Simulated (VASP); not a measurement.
```
CuCl
1.0
    0.00000     2.67805     2.67805
    2.67805     0.00000     2.67805
    2.67805     2.67805     0.00000
Cu Cl
1 1
Cartesian
  0.00000   0.00000   0.00000
  1.33902   1.33902   1.33902
```

The numbers are results of PBE GGA with D3 dispersion (zero damping), VASP's PBE PAW potentials (set 64) (plane waves; VASP), not measurements. Settings: 520 eV cut-off, Gaussian smearing of 0.050 eV, potentials Cu Cl.

Question: Give the energies of bands 2 to 11 at the high-symmetry points, in eV from the valence-band maximum.

Answer: 
| band | Γ | X | U | L | W |
|---|---|---|---|---|---|
| 2 | -5.08 | -6.77 | -6.43 | -6.82 | -6.22 |
| 3 | -5.08 | -5.20 | -5.77 | -5.05 | -5.93 |
| 4 | -5.08 | -5.20 | -5.13 | -5.05 | -5.28 |
| 5 | -1.58 | -1.73 | -1.83 | -1.51 | -1.79 |
| 6 | -1.58 | -1.47 | -1.51 | -1.51 | -1.68 |
| 7 | 0.00 | -1.38 | -1.42 | -1.45 | -1.40 |
| 8 | 0.00 | -1.18 | -1.09 | -0.60 | -1.19 |
| 9 | 0.00 | -1.18 | -0.94 | -0.60 | -0.84 |
| 10 | 0.60 | 3.42 | 4.23 | 2.96 | 5.08 |
| 11 | 6.75 | 4.54 | 5.23 | 6.93 | 5.39 |

The gap is direct, 0.60 eV, from the valence maximum at Γ to the conduction minimum at Γ.

Measured: gap 3.39 eV at 2 K (computed value off by -2.79 eV), as given by arXiv:1206.3780.

The compound is CuCl in the zinc blende structure. It was relaxed first.
